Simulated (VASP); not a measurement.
These are PBEsol GGA, VASP's PBE PAW potentials (set 64) (plane waves; VASP) values and carry that method's errors.

The input files of a VASP run:

INCAR:
```
SYSTEM = TlIO3
PREC = Accurate
ENCUT = 520
EDIFF = 1E-6
NELM = 100
ALGO = Normal
LREAL = .FALSE.
LASPH = .TRUE.
ISMEAR = 0
SIGMA = 0.05
GGA = PS
LMAXMIX = 4
LWAVE = .FALSE.
LCHARG = .FALSE.
IBRION = 2
ISIF = 3
NSW = 60
EDIFFG = -0.02
```

### POSCAR
```
TlIO3
1.0
  3.1135166416   1.7975893392   2.6143486197
 -3.1135166416   1.7975893392   2.6143486197
  0.0000000000  -3.5951796510   2.6143486091
Tl I O
1 1 3
Direct
  0.0093780076   0.0093780076   0.0093780076
  0.4986159352   0.4986159352   0.4986159352
  0.9095819090   0.4600470741   0.4600470741
  0.4600470741   0.9095819090   0.4600470741
  0.4600470741   0.4600470741   0.9095819090
```

KPOINTS:
```
Automatic mesh
0
Gamma
5 5 5
0 0 0
```

POTCAR, in this order: Tl_d I O (PBE.64 set). Program: vasp_std.

### Question
Estimate the energy per atom (σ→0), volume per atom.

### Answer

```json
{
  "energy per atom (σ→0)": "-4.573 eV/atom",
  "volume_per_atom": "17.47 Å³/atom"
}
```

**OSZICAR**
```
...
   8 F= -.22864211E+02 E0= -.22864211E+02  d E =0.162219E-04
       N       E                     dE             d eps       ncg     rms          rms(c)
DAV:   1    -0.228646852831E+02   -0.47382E-03   -0.48243E-02   951   0.146E+00    0.238E-01
DAV:   2    -0.228643988819E+02    0.28640E-03   -0.12247E-03  1098   0.266E-01    0.595E-02
DAV:   3    -0.228643260207E+02    0.72861E-04   -0.87582E-05  1007   0.737E-02    0.350E-02
DAV:   4    -0.228643055612E+02    0.20460E-04   -0.31602E-05  1091   0.464E-02    0.122E-02
DAV:   5    -0.228643049026E+02    0.65858E-06   -0.31770E-06   932   0.130E-02
   9 F= -.22864305E+02 E0= -.22864305E+02  d E =-.772497E-04
```

The structure comes from a computed database's TlIO3 entry (R3m); how it stands against other phases isn't given here. This run relaxes it. Symmetry was kept, so distortions that lower it aren't found. The start is the result of an earlier pass.
